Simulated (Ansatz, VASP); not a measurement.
# Si54N71F (F_N) in two plane-wave programs

Wanted: the spread between two codes on one cell, functional and k mesh. Of the first pair: The structure shown is the start of the Ansatz relaxation below; VASP solves that cell, so the two are compared at the walk's first step.

Method: plane waves, with VASP 6.6.1 beside it; single point at PBEsol, in Ansatz 0.2.0.

## 1. The structure

The cell holds 126 atoms: 54 Si, 71 N and 1 F. Its edges and angles: a = 13.206 Å, b = 13.206 Å, c = 8.731 Å, α = 90.0°, β = 90.0°, γ = 120.0°. It derives from Si3N4 (Si3N4 (P6_3/m)). Nearest the centre at fractional (0.576, 0.453, 0.583): F126 at 0.05 Å, Si32 at 1.71 Å, Si35 at 1.73 Å, Si53 at 1.76 Å, N80 at 2.76 Å, N99 at 2.79 Å, N107 at 2.81 Å, N122 at 2.84 Å. The cell carries charge +1.

## 2. Ansatz: relaxation, PBEsol

Ansatz runs on its PAW soft_1 files.

The two programs are compared at the cell with which this relaxation starts, whose forces are those of its first step.

The input, input.yaml:

```yaml
crystal:
  lattice:
    - [11.43668588, 6.60297367, 0.0]
    - [-11.43668588, 6.60297367, 0.0]
    - [0.0, 0.0, 2.91025578]
  atoms:
    - { symbol: Si, position: [0.01950046, 0.80655545, 0.75] }
    - { symbol: Si, position: [0.3528338, 0.47322211, 0.75] }
    - { symbol: Si, position: [0.68616713, 0.13988878, 0.75] }
    - { symbol: Si, position: [0.21294502, 0.01950046, 0.25] }
    - { symbol: Si, position: [0.54627835, 0.68616713, 0.25] }
    - { symbol: Si, position: [0.87961168, 0.3528338, 0.25] }
    - { symbol: Si, position: [0.13988878, 0.45372165, 0.25] }
    - { symbol: Si, position: [0.47322211, 0.12038832, 0.25] }
    - { symbol: Si, position: [0.80655545, 0.78705498, 0.25] }
    - { symbol: Si, position: [0.19344455, 0.21294502, 0.75] }
    - { symbol: Si, position: [0.52677789, 0.87961168, 0.75] }
    - { symbol: Si, position: [0.86011122, 0.54627835, 0.75] }
    - { symbol: Si, position: [0.12038832, 0.6471662, 0.75] }
    - { symbol: Si, position: [0.45372165, 0.31383287, 0.75] }
    - { symbol: Si, position: [0.78705498, 0.98049954, 0.75] }
    - { symbol: Si, position: [0.31383287, 0.86011122, 0.25] }
    - { symbol: Si, position: [0.6471662, 0.52677789, 0.25] }
    - { symbol: Si, position: [0.98049954, 0.19344455, 0.25] }
    - { symbol: "N", position: [0.0, 0.66666667, 0.75] }
    - { symbol: "N", position: [0.33333333, 0.33333333, 0.75] }
    - { symbol: "N", position: [0.66666667, 0.0, 0.75] }
    - { symbol: "N", position: [0.0, 0.33333333, 0.25] }
    - { symbol: "N", position: [0.33333333, 0.0, 0.25] }
    - { symbol: "N", position: [0.66666667, 0.66666667, 0.25] }
    - { symbol: "N", position: [0.21345843, 0.45653274, 0.75] }
    - { symbol: "N", position: [0.54679176, 0.12319941, 0.75] }
    - { symbol: "N", position: [0.8801251, 0.78986608, 0.75] }
    - { symbol: "N", position: [0.09025902, 0.8801251, 0.25] }
    - { symbol: "N", position: [0.42359235, 0.54679176, 0.25] }
    - { symbol: "N", position: [0.75692569, 0.21345843, 0.25] }
    - { symbol: "N", position: [0.12319941, 0.57640765, 0.25] }
    - { symbol: "N", position: [0.45653274, 0.24307431, 0.25] }
    - { symbol: "N", position: [0.78986608, 0.90974098, 0.25] }
    - { symbol: "N", position: [0.21013392, 0.09025902, 0.75] }
    - { symbol: "N", position: [0.54346726, 0.75692569, 0.75] }
    - { symbol: "N", position: [0.87680059, 0.42359235, 0.75] }
    - { symbol: "N", position: [0.1198749, 0.21013392, 0.25] }
    - { symbol: "N", position: [0.45320824, 0.87680059, 0.25] }
    - { symbol: "N", position: [0.78654157, 0.54346726, 0.25] }
    - { symbol: "N", position: [0.24307431, 0.78654157, 0.75] }
    - { symbol: "N", position: [0.57640765, 0.45320824, 0.75] }
    - { symbol: "N", position: [0.90974098, 0.1198749, 0.75] }
  supercell: [1, 1, 3]
  defects: [{ substitution: { at: 82, symbol: F } }]
total_charge: 1
basis:
  ecutwfc: 420
  xc_grid: 2
hamiltonian:
  xc: pbesol
  pseudopotentials: { kind: paw, azcp: { folder: soft_1 }, xc_functional: pbe }
kpoints:
  mp_grid: { grid: [1, 1, 1], shift: [0.25, 0.25, 0.25] }
magnetization:
  spin_polarized: true
  initial_magnetization: 1
  spin_locking: { lock_magnetization: hard }
scf:
  occupations: { method: fixed }
  max_iter: 100
output:
  forces: true
  charged_corrections: { epsilon: [4.29, 4.29, 4.37], static_epsilon: [8.29, 8.29, 8.25] }
relax:
  f_tol: 0.02
  max_steps: 80
  random_displacement: { amplitude: 0.05, seed: 9579 }
checkpoint:
  write: "../qp1_M1.relax.run"
  compress: false
  write_wavefunctions: true
  write_every: 100000
```

Run with:

```sh
$ ansatz run input.yaml --threads 8 --pin off --max-ram 22609MiB --backend cpu --events-out ev --progress --plain --runs-dir out
```

Numbers of over 12 decimals in the logs are rounded to 6 here.

Log:

```text
Engine: ansatz 0.2.0, aarch64-unknown-linux-gnu
Pseudopotentials: kind: paw
Pseudopotential: Si, paw, valence charge 4, recommended cutoff 420 eV (normal), soft_1/Si.paw.azcp
Pseudopotential: N, paw, valence charge 5, recommended cutoff 420 eV (normal), soft_1/N.paw.azcp
Pseudopotential: F, paw, valence charge 7, recommended cutoff 420 eV (normal), soft_1/F.paw.azcp
Functional definition: PBEsol
  exchange = pbesol_x
  correlation = pbesol_c
Crystal: 126 atoms, lattice volume = 1318.628 Å³
Basis set: ecut = 420 eV, 25805 PW (Γ), exchange–correlation on 180×180×120 points (8 copies of the dense FFT grid, shifted against one another)
Bands: 415, of which v1, the nominal top of the filled ones, is band 289 counted from 1 (288 counted from 0)
Symmetry: 1 space group operations
k-points: 1
Non-local potential: Si, projectors of the file, l = 0: 2, l = 1: 2, l = 2: 1
Non-local potential: N, projectors of the file, l = 0: 2, l = 1: 2, l = 2: 1
Non-local potential: F, projectors of the file, l = 0: 2, l = 1: 2, l = 2: 1
PAW form: soft (Blöchl's): semilocal exchange-correlation on the pseudo side does not see the compensation charge
PAW frozen core: Si, regenerated for the run's functional, and the local potential with it (the file was generated under x = pbe(κ = 0.804, μ = 0.219515), c = pbe(β = 0.066725))
PAW frozen core: N, regenerated for the run's functional, and the local potential with it (the file was generated under x = pbe(κ = 0.804, μ = 0.219515), c = pbe(β = 0.066725))
PAW frozen core: F, regenerated for the run's functional, and the local potential with it (the file was generated under x = pbe(κ = 0.804, μ = 0.219515), c = pbe(β = 0.066725))
PAW one-centre angular grid: Si, 110 points (default); XC on 64 Gauss nodes
PAW one-centre angular grid: N, 110 points (default); XC on 64 Gauss nodes
PAW one-centre angular grid: F, 110 points (default); XC on 64 Gauss nodes
Initial density: superposition of atomic densities (chi_scale 0.1, normalization cell, long waves kept (reshape's long-wave potential 0.56 eV rms))
Starting moments: Σ|m| = 1 μB on 126 of 126 sites
Initial wavefunctions: pseudopotential atomic-orbital guess
Functional: x = pbesol(κ = 0.804, μ = 0.123457), c = pbesol(β = 0.046)
SCF iter   1: F=—  HF=-61502.078241 eV  |F-HF|=—  |Δ(HF+E_count)|=         —  Δρ=7.98e-2 (↑7.94e-2 ↓7.98e-2)  dr2=3.91e2  dr2_m=1.36e-2  M=1.000 μB ∫|m|=1.003 μB  β_m=0.30  ethr=3.10e-3  ⟨swp⟩=6.0  Hψ=3314  notcnv=0  defer=240
preconditioner: auto → Resta (q_TF=auto, 2.377 Å⁻¹)  ε∞=3.6  [insulator: Δε(μ)=0.067 eV  Ē_g=15.371 eV  n_scr=282 (ndim 8)  ℏωp=24.6 eV  f_vac=0.009  ε∞_Penn≈3.6]
spin=Collinear: Resta preconditioning applied to the charge; magnetization (m = ρ↑ − ρ↓) channel mixes plain (no charge-response kernel on spin).
SCF iter   2: F=—  HF=-61410.999048 eV  |F-HF|=—  |Δ(HF+E_count)|=    9.11e1  Δρ=3.90e-2 (↑3.83e-2 ↓3.90e-2)  dr2=9.27e1  dr2_m=3.32e-2  M=1.000 μB ∫|m|=1.011 μB  β_m=0.42  ethr=3.10e-3  ⟨swp⟩=4.5  Hψ=2195  notcnv=0  defer=245
SCF iter   3: F=—  HF=-61385.338365 eV  |F-HF|=—  |Δ(HF+E_count)|=    2.57e1  Δρ=1.53e-2 (↑1.51e-2 ↓1.53e-2)  dr2=8.32e0  dr2_m=1.17e-2  M=1.000 μB ∫|m|=1.025 μB  β_m=0.54  ethr=3.10e-3  ⟨swp⟩=7.0  Hψ=2322  notcnv=0  defer=247
SCF iter   4: F=—  HF=-61383.690618 eV  |F-HF|=—  |Δ(HF+E_count)|=    1.65e0  Δρ=6.25e-3 (↑6.25e-3 ↓6.19e-3)  dr2=1.21e0  dr2_m=2.52e-3  M=1.000 μB ∫|m|=1.034 μB  β_m=0.59  ethr=1.44e-3  ⟨swp⟩=7.5  Hψ=1909  notcnv=0  defer=248
SCF iter   5: F=—  HF=-61383.529955 eV  |F-HF|=—  |Δ(HF+E_count)|=   1.61e-1  Δρ=1.37e-3 (↑1.34e-3 ↓1.37e-3)  dr2=9.52e-2  dr2_m=2.16e-4  M=1.000 μB ∫|m|=1.041 μB  β_m=0.78  ethr=2.09e-4  ⟨swp⟩=5.5  Hψ=1440  notcnv=0  defer=249
SCF iter   6: F=—  HF=-61383.548740 eV  |F-HF|=—  |Δ(HF+E_count)|=   1.88e-2  Δρ=3.91e-4 (↑3.91e-4 ↓3.80e-4)  dr2=1.01e-2  dr2_m=1.38e-5  M=1.000 μB ∫|m|=1.041 μB  β_m=0.83  ethr=1.65e-5  ⟨swp⟩=7.5  Hψ=1401  notcnv=0  defer=249
SCF iter   7: F=—  HF=-61383.555099 eV  |F-HF|=—  |Δ(HF+E_count)|=   6.36e-3  Δρ=2.29e-4 (↑2.29e-4 ↓2.24e-4)  dr2=3.00e-3  dr2_m=5.31e-6  M=1.000 μB ∫|m|=1.041 μB  β_m=0.81  ethr=1.75e-6  ⟨swp⟩=3.0  Hψ=1169  notcnv=0  defer=249
SCF iter   8: F=—  HF=-61383.555745 eV  |F-HF|=—  |Δ(HF+E_count)|=   6.45e-4  Δρ=7.63e-5 (↑7.63e-5 ↓7.11e-5)  dr2=3.61e-4  dr2_m=1.49e-6  M=1.000 μB ∫|m|=1.041 μB  β_m=0.87  ethr=5.19e-7  ⟨swp⟩=2.5  Hψ=1412  notcnv=0  defer=249
SCF iter   9: F=—  HF=-61383.556160 eV  |F-HF|=—  |Δ(HF+E_count)|=   4.15e-4  Δρ=2.35e-5 (↑2.35e-5 ↓2.32e-5)  dr2=3.66e-5  dr2_m=2.06e-7  M=1.000 μB ∫|m|=1.041 μB  β_m=0.93  ethr=6.26e-8  ⟨swp⟩=2.5  Hψ=1166  notcnv=0  defer=249
SCF iter  10: F=—  HF=-61383.556203 eV  |F-HF|=—  |Δ(HF+E_count)|=   4.28e-5  Δρ=1.53e-5 (↑1.53e-5 ↓1.45e-5)  dr2=1.08e-5  dr2_m=1.46e-8  M=1.000 μB ∫|m|=1.040 μB  β_m=0.80  ethr=1.73e-9  ⟨swp⟩=4.5  Hψ=2428  notcnv=0
[...]
- { symbol: N, position: [0.332947, 0.332787, 0.252010] }
    - { symbol: N, position: [0.666793, -0.000309587, 0.251253] }
    - { symbol: N, position: [0.000910426, 0.334054, 0.084833] }
    - { symbol: N, position: [0.334663, 0.00083173, 0.083784] }
    - { symbol: N, position: [0.667465, 0.666170, 0.085448] }
    - { symbol: N, position: [0.213371, 0.455862, 0.251133] }
    - { symbol: N, position: [0.548800, 0.123652, 0.247457] }
    - { symbol: N, position: [0.880154, 0.789925, 0.252556] }
    - { symbol: N, position: [0.091685, 0.882105, 0.085626] }
    - { symbol: N, position: [0.423978, 0.546007, 0.083732] }
    - { symbol: N, position: [0.758472, 0.214368, 0.083636] }
    - { symbol: N, position: [0.123813, 0.576853, 0.084561] }
    - { symbol: N, position: [0.456307, 0.243260, 0.079986] }
    - { symbol: N, position: [0.789737, 0.909266, 0.084508] }
    - { symbol: N, position: [0.211383, 0.091288, 0.250342] }
    - { symbol: N, position: [0.543822, 0.756418, 0.250964] }
    - { symbol: N, position: [0.877723, 0.424832, 0.251248] }
    - { symbol: N, position: [0.119044, 0.209304, 0.083882] }
    - { symbol: N, position: [0.453773, 0.877116, 0.084801] }
    - { symbol: N, position: [0.789600, 0.546210, 0.084901] }
    - { symbol: N, position: [0.243158, 0.786427, 0.250581] }
    - { symbol: N, position: [0.577650, 0.451393, 0.243673] }
    - { symbol: N, position: [0.907612, 0.119871, 0.249900] }
    - { symbol: Si, position: [0.020271, 0.808049, 0.584777] }
    - { symbol: Si, position: [0.352638, 0.473862, 0.583668] }
    - { symbol: Si, position: [0.687955, 0.140342, 0.583362] }
    - { symbol: Si, position: [0.217192, 0.020311, 0.413328] }
    - { symbol: Si, position: [0.545246, 0.685941, 0.418001] }
    - { symbol: Si, position: [0.879825, 0.354105, 0.417992] }
    - { symbol: Si, position: [0.139870, 0.454197, 0.417350] }
    - { symbol: Si, position: [0.474599, 0.115857, 0.413175] }
    - { symbol: Si, position: [0.806774, 0.787341, 0.419183] }
    - { symbol: Si, position: [0.182983, 0.214648, 0.584084] }
    - { symbol: Si, position: [0.527648, 0.879783, 0.584415] }
    - { symbol: Si, position: [0.861347, 0.548156, 0.586168] }
    - { symbol: Si, position: [0.120593, 0.647216, 0.584584] }
    - { symbol: Si, position: [0.392001, 0.250585, 0.579181] }
    - { symbol: Si, position: [0.786935, 0.980668, 0.584303] }
    - { symbol: Si, position: [0.314058, 0.857229, 0.417696] }
    - { symbol: Si, position: [0.648371, 0.528668, 0.405193] }
    - { symbol: Si, position: [0.976276, 0.193325, 0.416230] }
    - { symbol: N, position: [0.00128823, 0.668651, 0.583728] }
[...]
- { symbol: F, position: [0.547339, 0.437188, 0.524819] }
[...]
- { symbol: Si, position: [0.021740, 0.809459, 0.918303] }
    - { symbol: Si, position: [0.353477, 0.473206, 0.916672] }
    - { symbol: Si, position: [0.688119, 0.140546, 0.917222] }
    - { symbol: Si, position: [0.217445, 0.020874, 0.754168] }
    - { symbol: Si, position: [0.547038, 0.686917, 0.751824] }
    - { symbol: Si, position: [0.880017, 0.354334, 0.751314] }
[...]
- { symbol: Si, position: [0.526972, 0.879510, 0.918242] }
    - { symbol: Si, position: [0.865040, 0.549150, 0.920567] }
    - { symbol: Si, position: [0.122673, 0.648515, 0.918146] }
    - { symbol: Si, position: [0.454818, 0.314805, 0.912680] }
    - { symbol: Si, position: [0.786690, 0.980616, 0.918694] }
    - { symbol: Si, position: [0.315130, 0.859230, 0.750716] }
    - { symbol: Si, position: [0.655196, 0.534219, 0.757660] }
    - { symbol: Si, position: [0.976157, 0.193131, 0.752097] }
[...]
- { symbol: N, position: [0.542488, 0.756294, 0.918411] }
    - { symbol: N, position: [0.878768, 0.425138, 0.918587] }
    - { symbol: N, position: [0.113693, 0.204479, 0.752994] }
    - { symbol: N, position: [0.454340, 0.877084, 0.750902] }
    - { symbol: N, position: [0.793012, 0.548432, 0.754950] }
    - { symbol: N, position: [0.244848, 0.787677, 0.917668] }
    - { symbol: N, position: [0.578290, 0.452812, 0.917185] }
    - { symbol: N, position: [0.907598, 0.120629, 0.919032] }
```

## 3. VASP: single point, PBEsol, start cell, pair 1

The same cell, functional and mesh now go to VASP, with its own data sets.

Lines of VASP's logs that name or quote its potential files are left out, and so is its time.

The input, INCAR:

```
SYSTEM = Si54N71F
PREC = Accurate
ENCUT = 520
EDIFF = 1E-06
NELM = 200
ISMEAR = 0
SIGMA = 0.01
LREAL = Auto
ALGO = Normal
GGA = PS
NELECT = 577
NBANDS = 384
ISPIN = 2
MAGMOM = 0 0 0 0 0 0 0 0 0 0 0 0 0 0 0 0 0 0 0 0 0 0 0 0 0 0 0 0 0 0 0 0 0 0 0 0 0 0 0 0 0 0 0 0 0 0 0 0.01 0 0 0 0 0.12 0 0 0 0 0 0 -0 0 0 0 0 -0 0 0 -0 0 0 0 0 -0 0 -0 0 0.01 0 -0 0 0 0 0 0.01 -0 0 0 -0 0 -0 -0 0 0 -0 0 0 0 -0 0 0 0 0.01 -0 0 0 0 0.05 0 0 0 -0 0 -0 0 0 0 0 0 0 0 0 0.04 0 0.03 0 0.07
LORBIT = 11
LWAVE = .FALSE.
LCHARG = .FALSE.
ISIF = 2
ISYM = 0
NUPDOWN = 1
LASPH = .TRUE.
GGA_COMPAT = .FALSE.
NCORE = 4
```

The input, POSCAR:

```
Si54N71F
1.0
   11.4366858822      6.6029736727      0.0000000000
  -11.4366858822      6.6029736727      0.0000000000
    0.0000000000      0.0000000000      8.7307673276
Si N F
54 71 1
Direct
    0.0155269551      0.8060899813      0.2493597548
    0.3551271129      0.4762443679      0.2460347320
[... 9 atom lines left out ...]
    0.8561851919      0.5459477650      0.2505024951
[... 1 atom line left out ...]
    0.4571368609      0.3149217982      0.2534506896
[... 2 atom lines left out ...]
    0.6435889613      0.5228171735      0.0835439742
[... 2 atom lines left out ...]
    0.3544974616      0.4723768030      0.5786844169
    0.6882489044      0.1442272302      0.5840277044
[... 1 atom line left out ...]
    0.5448882377      0.6857494117      0.4220800832
    0.8800303976      0.3566277212      0.4184271397
[... 1 atom line left out ...]
    0.4760336854      0.1189182551      0.4161087867
    0.8089743624      0.7893511077      0.4211449993
    0.1976368328      0.2139734711      0.5835117131
[... 1 atom line left out ...]
    0.8592449138      0.5453019554      0.5888861548
[... 1 atom line left out ...]
    0.4559589674      0.3168708595      0.5793609897
[... 2 atom lines left out ...]
    0.6432092767      0.5264087443      0.4165999234
[... 2 atom lines left out ...]
    0.3496207158      0.4721625093      0.9128722254
[... 2 atom lines left out ...]
    0.5427057944      0.6865193097      0.7493413528
[... 2 atom lines left out ...]
    0.4772549596      0.1231378629      0.7519131771
    0.8077824829      0.7857846766      0.7547004465
[... 2 atom lines left out ...]
    0.8582283734      0.5457486011      0.9217975578
[... 1 atom line left out ...]
    0.4544639069      0.3105259674      0.9157169926
[... 2 atom lines left out ...]
    0.6453833032      0.5291490188      0.7517291154
[... 2 atom lines left out ...]
    0.3344893882      0.3337537730      0.2555178619
[... 3 atom lines left out ...]
    0.6700929917      0.6667952707      0.0859617456
[... 7 atom lines left out ...]
    0.4589067743      0.2425032615      0.0793265900
[... 6 atom lines left out ...]
    0.7845129255      0.5429659400      0.0783200347
[... 1 atom line left out ...]
    0.5725404476      0.4524236573      0.2479714461
[... 1 atom line left out ...]
    0.0002154282      0.6698570603      0.5866462600
    0.3349876664      0.3336684905      0.5780848132
[... 3 atom lines left out ...]
    0.6674575340      0.6691401018      0.4213405148
    0.2153825220      0.4583904204      0.5783725314
    0.5509599986      0.1262480628      0.5824081446
    0.8800931190      0.7867028650      0.5801499238
[... 1 atom line left out ...]
    0.4219604220      0.5437060059      0.4207213252
[... 2 atom lines left out ...]
    0.4526004103      0.2401194499      0.4186733952
[... 1 atom line left out ...]
    0.2102642938      0.0902586370      0.5890568156
    0.5394410033      0.7542639883      0.5813286289
    0.8759966254      0.4257462598      0.5874250003
[... 2 atom lines left out ...]
    0.7831451564      0.5393850297      0.4166592538
[... 3 atom lines left out ...]
    0.3346388242      0.3365439216      0.9128061373
[... 3 atom lines left out ...]
    0.6677800282      0.6637716992      0.7481526829
[... 4 atom lines left out ...]
    0.4276189049      0.5491337401      0.7478253348
[... 2 atom lines left out ...]
    0.4525304163      0.2399848392      0.7483872556
[... 6 atom lines left out ...]
    0.7869412717      0.5405378967      0.7531812215
[... 1 atom line left out ...]
    0.5791410854      0.4574533854      0.9176769577
[... 1 atom line left out ...]
    0.5746179168      0.4556451642      0.5819540035
```

The input, KPOINTS:

```
Points of the shifted mesh
1
Reciprocal
 0.2500000000  0.2500000000  0.2500000000 1
```

The projector-augmented-wave data sets are Si, N and F (PBE family, release 64).

Run with:

```sh
$ mpirun -np 16 vasp_std
```

Log:

```text
[banner, memory and clock lines left out]
running   16 mpi-ranks, on    1 nodes
[...]
|                                                                             |
|               ----> ADVICE to this user running VASP <----                  |
|                                                                             |
|     You enforced a specific xc type in the INCAR file but a different       |
|     [... a line on the potential file left out ...]
|     I HOPE YOU KNOW WHAT YOU ARE DOING!                                     |
|                                                                             |

 LDA part: xc-table for (Slater+PW92), standard interpolation
 POSCAR, INCAR and KPOINTS ok, starting setup
[...]
entering main loop
       N       E                     dE             d eps       ncg     rms          rms(c)
DAV:   1     0.272204000657E+04    0.27220E+04   -0.28509E+05  1544   0.139E+03
DAV:   2    -0.948121404193E+03   -0.36702E+04   -0.35214E+04  1880   0.301E+02
DAV:   3    -0.121332341464E+04   -0.26520E+03   -0.26280E+03  1864   0.826E+01
DAV:   4    -0.121933755819E+04   -0.60141E+01   -0.59819E+01  1936   0.126E+01
DAV:   5    -0.121949450799E+04   -0.15695E+00   -0.15661E+00  1864   0.197E+00BRMIX: very serious problems
 the old and the new charge density differ
 old charge density:   578.00000 new  577.00000
    0.868E+01
DAV:   6    -0.107852879301E+04    0.14097E+03   -0.51643E+02  1816   0.316E+01    0.393E+01
DAV:   7    -0.107648926640E+04    0.20395E+01   -0.30958E+01  1960   0.815E+00    0.186E+01
DAV:   8    -0.107544491585E+04    0.10444E+01   -0.30152E+00  1824   0.308E+00    0.635E+00
DAV:   9    -0.107526468598E+04    0.18023E+00   -0.46045E-01  1896   0.137E+00    0.138E+00
[...]
DAV:  18    -0.107528433699E+04   -0.29167E-05   -0.27452E-06  1336   0.302E-03    0.456E-03
DAV:  19    -0.107528433827E+04   -0.12761E-05   -0.16822E-06  1320   0.197E-03    0.144E-03
DAV:  20    -0.107528433848E+04   -0.21227E-06   -0.37831E-07  1200   0.906E-04
   1 F= -.10752843E+04 E0= -.10752843E+04  d E =-.553898E-31  mag=     1.0000
```

OUTCAR, selected parts (step 3):

```text
 magnetization (x)
# of ion       s       p       d       tot
------------------------------------------
    1        0.000   0.000   0.000   0.000
    2        0.000   0.000   0.000   0.000
    3        0.000   0.000   0.000   0.000
    4        0.000   0.000   0.000   0.000
    5        0.000   0.000   0.000   0.000
    6        0.000   0.000   0.000   0.000
[...]
124        0.005   0.010   0.000   0.015
  125       -0.000   0.000   0.000   0.000
  126        0.063  -0.010   0.000   0.052
--------------------------------------------------
tot          0.208   0.333   0.000   0.541
```

The cell is charged against a uniform background.

The run ends at a pressure of 0.78 GPa, with forces up to 7.3 eV/Å.

(Continued in part 2 of 2.)

[Lines on the potential files, build, host, timing and source positions are cut from VASP's logs without a mark.]

[Logs are printed without paths, hosts, clocks, repeated set-up lines and the standing remarks that a program may print on its own settings, such as how far it seeks lower states.]

[Hosts, paths, dates, database ids (printed as entryN), source tags and the programs' standing remarks are cut or masked in the printed files.]
